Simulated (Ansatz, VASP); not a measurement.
# Sc3SnC: VASP beside Ansatz, part 2 of 2

One calculation is typed for both programs; each brings its own data sets. How far apart do they land? The cell is taken from a series of runs on this material, whose earlier steps may have relaxed, scaled, displaced or heated it; both programs get it as it stands.

VASP 6.6.1 and Ansatz 0.2.0.

So far: Set-up; VASP: relaxation of cell and atoms, PBEsol.

## Step 3: Ansatz: relaxation of cell and atoms, PBEsol

Level of this step: Ansatz beside VASP: Kohn-Sham DFT, plane waves, PBEsol (Ansatz).

Ansatz runs on its PAW soft_1 files.

The same cell, functional, mesh and smearing now go to Ansatz, which takes its cutoff from its data sets.

Input file input.yaml:

```yaml
crystal:
  lattice:
    - [4.481385901, 0.0, 0.0]
    - [0.0, 4.481385901, 0.0]
    - [0.0, 0.0, 4.481385901]
  atoms:
    - { symbol: Sc, position: [0.0, 0.5, 0.5] }
    - { symbol: Sc, position: [0.5, 0.5, 0.0] }
    - { symbol: Sc, position: [0.5, 0.0, 0.5] }
    - { symbol: Sn, position: [0.0, 0.0, 0.0] }
    - { symbol: C, position: [0.5, 0.5, 0.5] }
kpoints:
  mp_grid: { grid: [8, 8, 8] }
hamiltonian:
  xc: pbesol
  pseudopotentials: { kind: paw, azcp: { folder: soft_1 }, xc_functional: pbe }
scf:
  occupations: { method: methfessel_paxton, width: 0.2 }
output:
  forces: true
  stress: true
  eigenvalues: true
relax:
  adjacent_minimum: "off"
  f_tol: 0.001
  max_steps: 60
  cell: { stress_tol: 0.01 }
```

On the command line:

```
> ansatz run input.yaml --threads 4 --pin off --max-ram 10240MiB --backend cpu --events-out ev --progress --plain --runs-dir out
```

Numbers of over 12 decimals in the logs are rounded to 6 here.

Log:

```text
Engine: ansatz 0.2.0, aarch64-unknown-linux-gnu
Pseudopotentials: kind: paw
Pseudopotential: Sc, paw, valence charge 11, recommended cutoff 420 eV (normal), soft_1/Sc.paw.azcp
Pseudopotential: Sn, paw, valence charge 14, recommended cutoff 420 eV (normal), soft_1/Sn.paw.azcp
Pseudopotential: C, paw, valence charge 4, recommended cutoff 420 eV (normal), soft_1/C.paw.azcp
Functional definition: PBEsol
  exchange = pbesol_x
  correlation = pbesol_c
Crystal: 5 atoms, lattice volume = 89.999 Å³
Basis set: ecut = 420 eV, 1791 PW (Γ), exchange–correlation on 60×60×60 points (8 copies of the dense FFT grid, shifted against one another)
Bands: 31, of which v1, the nominal top of the filled ones, is band 26 counted from 1 (25 counted from 0)
Symmetry: 48 space group operations
Space group: Pm-3m (ITA 221), of the structure as read, at distance tolerance 4.5e-5 Å
k-points: 35 of 512
Non-local potential: Sc, projectors of the file, l = 0: 3, l = 1: 2, l = 2: 3, l = 3: 1
Non-local potential: Sn, projectors of the file, l = 0: 2, l = 1: 2, l = 2: 2, l = 3: 1
Non-local potential: C, projectors of the file, l = 0: 2, l = 1: 2, l = 2: 1
PAW form: soft (Blöchl's): semilocal exchange-correlation on the pseudo side does not see the compensation charge
PAW frozen core: Sc, regenerated for the run's functional, and the local potential with it (the file was generated under x = pbe(κ = 0.804, μ = 0.219515), c = pbe(β = 0.066725))
PAW frozen core: Sn, regenerated for the run's functional, and the local potential with it (the file was generated under x = pbe(κ = 0.804, μ = 0.219515), c = pbe(β = 0.066725))
PAW frozen core: C, regenerated for the run's functional, and the local potential with it (the file was generated under x = pbe(κ = 0.804, μ = 0.219515), c = pbe(β = 0.066725))
PAW one-centre angular grid: Sc, 590 points (default); XC on 64 Gauss nodes
PAW one-centre angular grid: Sn, 590 points (default); XC on 64 Gauss nodes
PAW one-centre angular grid: C, 110 points (default); XC on 64 Gauss nodes
Initial density: superposition of atomic densities (chi_scale 0.1, normalization cell, long waves kept (reshape's long-wave potential 0.00 eV rms))
Initial wavefunctions: pseudopotential atomic-orbital guess
Functional: x = pbesol(κ = 0.804, μ = 0.123457), c = pbesol(β = 0.046)
SCF iter   1: F=—  HF=-12537.670194 eV  |F-HF|=—  |Δ(HF+E_count)|=         —  Δρ=6.70e-2  dr2=1.05e1  ethr=3.10e-3  ⟨swp⟩=4.9  Hψ=4334  notcnv=0
preconditioner: auto → Kerker (q_TF=auto, 2.482 Å⁻¹)  [metal: Δε(μ)=0.079 eV  Ē_g=10.668 eV  σ=0.200 eV  W_gap=0.32  n_scr=26 (ndim 8)  ℏωp=20.3 eV  f_vac=0.000  D(μ)=1.88/eV (n_scr^D=6)]
SCF iter   2: F=—  HF=-12535.568833 eV  |F-HF|=—  |Δ(HF+E_count)|=    2.10e0  S|Δr|=    0.00e0  Δρ=2.76e-2  dr2=2.14e0  ethr=3.10e-3  ⟨swp⟩=2.2  Hψ=2046  notcnv=0
SCF iter   3: F=—  HF=-12535.053661 eV  |F-HF|=—  |Δ(HF+E_count)|=   5.15e-1  S|Δr|=    0.00e0  Δρ=1.26e-2  dr2=3.37e-1  ethr=3.10e-3  ⟨swp⟩=2.1  Hψ=1767  notcnv=0
SCF iter   4: F=—  HF=-12534.950437 eV  |F-HF|=—  |Δ(HF+E_count)|=   1.03e-1  S|Δr|=    0.00e0  Δρ=2.13e-3  dr2=4.88e-3  ethr=6.60e-4  ⟨swp⟩=2.0  Hψ=1503  notcnv=0
SCF iter   5: F=—  HF=-12534.950157 eV  |F-HF|=—  |Δ(HF+E_count)|=   2.80e-4  S|Δr|=    0.00e0  Δρ=7.47e-4  dr2=5.64e-4  ethr=9.56e-6  ⟨swp⟩=2.0  Hψ=1649  notcnv=0
SCF iter   6: F=—  HF=-12534.950084 eV  |F-HF|=—  |Δ(HF+E_count)|=   7.34e-5  S|Δr|=    0.00e0  Δρ=1.72e-4  dr2=2.66e-5  ethr=1.11e-6  ⟨swp⟩=2.0  Hψ=1516  notcnv=0
SCF iter   7: F=—  HF=-12534.950005 eV  |F-HF|=—  |Δ(HF+E_count)|=   7.94e-5  S|Δr|=    0.00e0  Δρ=4.61e-5  dr2=1.82e-6  ethr=5.21e-8  ⟨swp⟩=2.0  Hψ=1575  notcnv=0
SCF iter   8: F=—  HF=-12534.950004 eV  |F-HF|=—  |Δ(HF+E_count)|=   4.41e-7  S|Δr|=    0.00e0  Δρ=1.26e-5  dr2=1.47e-7  ethr=3.57e-9  ⟨swp⟩=2.0  Hψ=1557  notcnv=0
SCF iter   9: F=-12534.950004 eV  HF=-12534.950004 eV  |F-HF|=1.69e-9  |Δ(HF+E_count)|=   1.13e-8  S|Δr|=    0.00e0  Δρ=2.10e-6  dr2=4.30e-9  ethr=1.96e-10  ⟨swp⟩=6.2  Hψ=4348  notcnv=0
SCF 1 converged in 9 iterations: F = -12534.950004 eV  dr2 = 4.30e-9
  greatest PAW one-centre occupation: 0.998 electrons in one spin orbital (limit 2), on the Sc atom at site 1 (counted from 0), in its partial waves of l = 0
relax step   1: F+E_penalty+E_count = -12534.95000415 eV  Δ(F+E_penalty+E_count) = +0.000e0 eV  max|allowed force component| = 1.998e-29 eV/Å  Δτ_max = 0.0000 Å  P = -0.022 GPa  Ω = 89.999 Å³  (9 SCF iters, dr2 threshold 1.00e-7 eV, accepted)
[...]
relax step   2: F+E_penalty+E_count = -12534.95001107 eV  Δ(F+E_penalty+E_count) = -6.914e-6 eV  max|allowed force component| = 1.115e-29 eV/Å  Δτ_max = 0.0000 Å  P = +0.011 GPa  Ω = 89.971 Å³  energy of the carried Pulay correction = +5.945e-6 eV  (5 SCF iters, dr2 threshold 1.26e-9 eV, accepted)
[...]
relax step   3: F+E_penalty+E_count = -12534.95000940 eV  Δ(F+E_penalty+E_count) = +1.668e-6 eV  max|allowed force component| = 4.891e-30 eV/Å  Δτ_max = 0.0000 Å  P = -0.000 GPa  Ω = 89.980 Å³  energy of the carried Pulay correction = +3.944e-6 eV  (5 SCF iters, dr2 threshold 3.25e-10 eV, accepted)
[...]
relax step   4: F+E_penalty+E_count = -12534.95000940 eV  Δ(F+E_penalty+E_count) = -1.819e-11 eV  max|allowed force component| = 3.787e-30 eV/Å  Δτ_max = 0.0000 Å  P = -0.000 GPa  Ω = 89.980 Å³  stress off target by 8.00e-5 GPa  SCF on the basis re-selected at this cell (its energy is not comparable with the rows above)  (8 SCF iters)
basis re-selected at this cell: Δ(F+E_penalty+E_count) = -1.819e-11 eV, ΔP = -0.000 GPa vs the last step (what re-selecting the basis moved, of the pressure what is left beyond the Pulay correction that the steps carried, after the strain that the cell walked since its last selection, with what the two solves' SCF thresholds leave and, on support functions, any second-order correction that the steps lacked; it is no  [...]
SCF converged after 8 iterations
Stability not checked: this state was not tested for a lower state beside it, because cold or Methfessel-Paxton smearing, or corrected tetrahedra, fill the levels in a way that the test cannot read (fill_not_monotonic; see scf.lower_state_search)
Free energy (F): -12534.950009 eV
Harris-Foulkes:  -12534.950009 eV  (|F-HF|=3.64e-12)
Internal energy: -12534.945761 eV  (E = F + TS)
E sigma→0 (E₀):  -12534.948947 eV
Entropy (-TS):   -0.004248 eV (-0.850 meV/atom)
Fermi energy:    12.035848 eV
--- Per-component energies (eV) ---
  E_band       = -460.073750
  E_kinetic    = 882.222263
  E_local      = -3252.888908  (includes V_loc(G=0)·N_el)
  E_nonlocal   = 599.534796
  E_hartree    = 1309.275751
  E_xc         = -430.205287
  E_vxc        = -458.289150  (∫ρ·V_xc dr)
  E_paw        = -7292.992187  (= ΣΔE_a)
  E_vpaw       = -849.204694  (= ΣTr[D̂ρ^β])
  E_aug_tail   = 0.000440  (compensation charges beyond the density's cutoff)
  E_ewald      = -4350.585645
  E_core_change = 0.693016  (= ΣΔE_core)
  E_smearing   = -0.004248  (= −TS)
  E_closure    = -0.000000  (closes the sum)
  Σ components = -12534.950009   (vs F -12534.950009, Δ=0.00e0)
--- Forces (eV/Å), atoms counted from 1 ---
  atom   1  Sc     0.00000000    -0.00000000     0.00000000
  atom   2  Sc     0.00000000     0.00000000    -0.00000000
  atom   3  Sc     0.00000000    -0.00000000     0.00000000
  atom   4  Sn    -0.00000000     0.00000000    -0.00000000
  atom   5  C     -0.00000000     0.00000000     0.00000000
  max |Σ_I F_I| component: 7.36e-30 eV/Å
--- Stress (GPa, compression-positive) ---
       -0.000080       0.000000      -0.000000
        0.000000      -0.000080       0.000000
       -0.000000       0.000000      -0.000080
  P = ⅓ Tr σ = -0.0001 GPa (-0.001 kbar)
--- Band table (eV; the first three rows and the last of 35) ---
  k-point 0: bands = [... 22 lower, 10.8913, 10.8913, 11.4720, 11.4720, 11.4720, 13.0337, 13.0337, 13.0337, ... 1 higher]
  k-point 1: bands = [... 22 lower, 11.0133, 11.0207, 11.2310, 11.2310, 11.5203, 12.5872, 13.2908, 13.2908, ... 1 higher]
  k-point 2: bands = [... 22 lower, 10.3882, 10.8159, 10.8159, 11.3529, 11.6504, 12.5832, 13.7131, 13.7131, ... 1 higher]
  k-point 34: bands = [... 22 lower, 9.6665, 9.6665, 9.6665, 12.8405, 12.8405, 12.8405, 13.3021, 13.3021, ... 1 higher]
--- Relaxed structure (3 steps of the walk, 3 accepted, 1 SCFs on fresh bases) ---
  F+E_penalty+E_count = -12534.95000940 eV   max|allowed force component| = 3.787e-30 eV/Å   (the final SCF, on the basis selected at the relaxed cell)
  cell:  # Å, volume = 89.9804 Å³
    - [4.481079, 0, 0]
    - [0, 4.481079, 0.0]
    - [0, 0.0, 4.481079]
  atoms:
    - { symbol: Sc, position: [0, 0.5, 0.5] }
    - { symbol: Sc, position: [0.5, 0.5, 0] }
    - { symbol: Sc, position: [0.5, 0, 0.5] }
    - { symbol: Sn, position: [0, 0, 0] }
    - { symbol: C, position: [0.5, 0.5, 0.5] }
```

Reading the cycles: dr2 is the Hartree energy of the density residual (eV), the measure of convergence; HF is the Harris–Foulkes estimate of the energy, which meets the free energy F at convergence.

## Step 4: Differences

Known differences besides the potentials themselves: the cutoff is 420 eV in Ansatz and 600 eV in VASP; Ansatz makes its cores anew for this functional, VASP keeps those of its PBE data sets; Ansatz adds a Pulay correction to the stress that steers its cell, VASP none. Total energies have different zeros and are not compared.

Compared:

```
                                         quantity  Ansatz   VASP  difference
                                      volume (Å³)   89.98  90.20     -0.24 %
edge a after relaxation, in the typed setting (Å)   4.481  4.485     -0.08 %
```

## Step 5: Results

| Item | Value |
| --- | --- |
| difference in volume (relaxation of cell and atoms, PBEsol) | -0.24 % |

In words: The difference in volume is -0.24 % (relaxation of cell and atoms, PBEsol), within the 1.2 % picked in this series as the mark of a large difference, as far as the stopping tolerances let one tell. Such differences can come from data sets, numerical settings and the points named under the comparisons, not from the functional's error against experiment.

[Lines on the potential files, build, host, timing and source positions are cut from VASP's logs without a mark.]

[Logs are printed without paths, hosts, clocks, repeated set-up lines and the standing remarks that a program may print on its own settings, such as how far it seeks lower states.]

[Hosts, paths, dates, database ids (printed as entryN), source tags and the programs' standing remarks are cut or masked in the printed files.]
